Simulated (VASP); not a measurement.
Output of a VASP run:

OSZICAR:
```
       N       E                     dE             d eps       ncg     rms          rms(c)
DAV:   1     0.649527356998E+03    0.64953E+03   -0.29770E+04  2169   0.314E+03
DAV:   2     0.774977589360E+02   -0.57203E+03   -0.55854E+03  1806   0.810E+02
DAV:   3    -0.334419189708E+02   -0.11094E+03   -0.10875E+03  2078   0.199E+02
DAV:   4    -0.399138808195E+02   -0.64720E+01   -0.64429E+01  2195   0.568E+01
DAV:   5    -0.400718365987E+02   -0.15796E+00   -0.15777E+00  2169   0.952E+00    0.785E+00
DAV:   6    -0.397525812627E+02    0.31926E+00   -0.24183E-01  2184   0.282E+00    0.470E+00
DAV:   7    -0.395924752664E+02    0.16011E+00   -0.36223E-01  2150   0.277E+00    0.330E-01
DAV:   8    -0.395971539028E+02   -0.46786E-02   -0.34845E-02  2149   0.156E+00    0.210E-01
DAV:   9    -0.395992001611E+02   -0.20463E-02   -0.41306E-03  2019   0.268E-01    0.107E-01
DAV:  10    -0.395992660228E+02   -0.65862E-04   -0.13185E-04  2520   0.730E-02    0.596E-02
DAV:  11    -0.395993901465E+02   -0.12412E-03   -0.21028E-04  1962   0.541E-02    0.135E-02
DAV:  12    -0.395993905164E+02   -0.36988E-06   -0.53491E-06  1870   0.139E-02
   1 F= -.39599391E+02 E0= -.39599390E+02  d E =-.395994E+02
       N       E                     dE             d eps       ncg     rms          rms(c)
DAV:   1    -0.396012554553E+02   -0.18653E-02   -0.59125E-02  2862   0.236E+00    0.256E-01
DAV:   2    -0.395999459506E+02    0.13095E-02   -0.29877E-03  2350   0.654E-01    0.131E-01
DAV:   3    -0.395995019468E+02    0.44400E-03   -0.98913E-04  2494   0.333E-01    0.332E-02
DAV:   4    -0.395994832524E+02    0.18694E-04   -0.90228E-05  2083   0.116E-01    0.208E-02
DAV:   5    -0.395994802473E+02    0.30051E-05   -0.76483E-06  2115   0.272E-02    0.749E-03
DAV:   6    -0.395994811820E+02   -0.93471E-06   -0.11656E-06  1076   0.129E-02
   2 F= -.39599481E+02 E0= -.39599481E+02  d E =-.906656E-04
```

**OUTCAR**
```
------------------------ aborting loop because EDIFF is reached ----------------------------------------
  FORCE on cell =-STRESS in cart. coord.  units (eV):
  Direction    XX          YY          ZZ          XY          YZ          ZX
  --------------------------------------------------------------------------------------
  Total        0.0421017      0.0421017      0.0482033     -0.0529617      0.0000000      0.0000000
  in kB        0.3854470      0.3854470      0.4413081     -0.4848724      0.0000000      0.0000000
  external PRESSURE =       0.4040674 kB  Pullay stress =       0.0000000 kB
  volume of cell :      175.00
      direct lattice vectors                 reciprocal lattice vectors
     5.593212737 -0.002941687  0.000000000     0.178788171  0.000094032  0.000000000
    -0.002941687  5.593212737  0.000000000     0.000094032  0.178788171  0.000000000
     0.000000000  0.000000000  5.594002101     0.000000000  0.000000000  0.178762893
 POSITION                                       TOTAL-FORCE (eV/Angst)
 -----------------------------------------------------------------------------------
     -0.00294      5.59321      0.03284        -0.000000     -0.000000      0.006733
      1.39757      1.39757      1.36566        -0.000000      0.000000     -0.006733
      2.79514      2.79514      0.03284         0.000000     -0.000000      0.006733
      4.19270      4.19270      1.36566         0.000000      0.000000     -0.006733
      2.79661     -0.00147      2.76111         0.000000      0.000000      0.000573
      4.19417      1.39610      4.23139        -0.000000      0.000000     -0.000573
     -0.00147      2.79661      2.76111         0.000000      0.000000      0.000573
      1.39610      4.19417      4.23139        -0.000000      0.000000     -0.000573
 -----------------------------------------------------------------------------------
    total drift:                               -0.000000      0.000000     -0.000000
  FREE ENERGIE OF THE ION-ELECTRON SYSTEM (eV)
  ---------------------------------------------------
  free  energy   TOTEN  =       -39.5994811820 eV

  energy  without entropy=      -39.5994807114  energy(sigma->0) =      -39.59948095

 reached required accuracy - stopping structural energy minimisation
```
(Selected blocks of OUTCAR.)

**POSCAR**
```
Ge4Si4
1
    5.5966793215    -0.0034982579     0.0000000000
   -0.0034982579     5.5966793215     0.0000000000
    0.0000000000     0.0000000000     5.5967914615
Si Ge
4 4
Direct
  0.0000000000   1.0000000000   0.0059071540
  0.2500000000   0.2500000000   0.2440928460
  0.5000000000   0.5000000000   0.0059071540
  0.7500000000   0.7500000000   0.2440928460
  0.5000000000   1.0000000000   0.4938201101
  0.7500000000   0.2500000000   0.7561798899
  1.0000000000   0.5000000000   0.4938201101
  0.2500000000   0.7500000000   0.7561798899
```

### Question
Write an INCAR and KPOINTS that could have produced this output.

### Answer
Several could match; the one computed here: the input of the run itself, PBE GGA, plane waves, VASP's PBE PAW potentials (set 64).

**INCAR**
```
ISMEAR=0   ! Gaussian
ISIF=3   ! ions, shape and volume
LCHARG=.FALSE.
ALGO=Normal   ! blocked Davidson
LWAVE=.FALSE.
NSW=60
EDIFF=1E-6   ! SCF stop (eV)
LMAXMIX=4   ! l cut-off of mixed one-centre charges
LASPH=.TRUE.   ! aspherical one-centre terms
LREAL=.FALSE.   ! projection in real space or not
NELM=100
GGA=PE   ! PBE
SYSTEM=Ge4Si4
IBRION=2
SIGMA=0.05   ! width (eV)
PREC=Accurate
ENCUT=400
EDIFFG=-0.02   ! ionic stop
```

KPOINTS:
```
Automatic
0
Gamma
 4 4 4
```

POTCAR, in this order: Si Ge_d (PBE.64 set). Program: vasp_std.

The structure was generated: Ge4Si4 was put into an ordered model structure (Pmma), which need not be its known phase. This run relaxes it. Symmetry was kept, so distortions that lower it aren't found. The start is the result of an earlier pass.
